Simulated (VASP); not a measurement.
Here is the system:

```yaml
crystal:
  lattice:
    - [1.51205, -2.57482, 0.00000]
    - [1.51205, 2.57482, 0.00000]
    - [0.00000, 0.00000, 5.72002]
  atoms:
    - { symbol: Cd, position: [0.33333, 0.66667, 0.25000] }
    - { symbol: Cd, position: [0.67644, 0.34311, 0.75000] }
```

All values below come from optB88-vdW, VASP's PBE PAW potentials (set 64) (plane waves; VASP). Run with 400 eV cut-off, 13×13×6 Γ-centred mesh, first-order Methfessel-Paxton smearing of 0.10 eV, potentials Cd.

Q: Give the stress tensor in GPa (positive for a compressed cell).

A: 
```
 0.04   0.11   0.00
 0.11   1.20   0.00
 0.00   0.00  -0.52
```
The pressure is its mean diagonal, 0.24 GPa.

The compound is Cd in the hcp structure. The cell was not relaxed at this level, atoms are displaced from their ideal sites. The run is one of a series of settings (AGGAC = 0.0, GGA = BO, LUSE_VDW = .TRUE., PARAM1 = 0.1833333333, PARAM2 = 0.22 against the base run), some of them coarse on purpose.
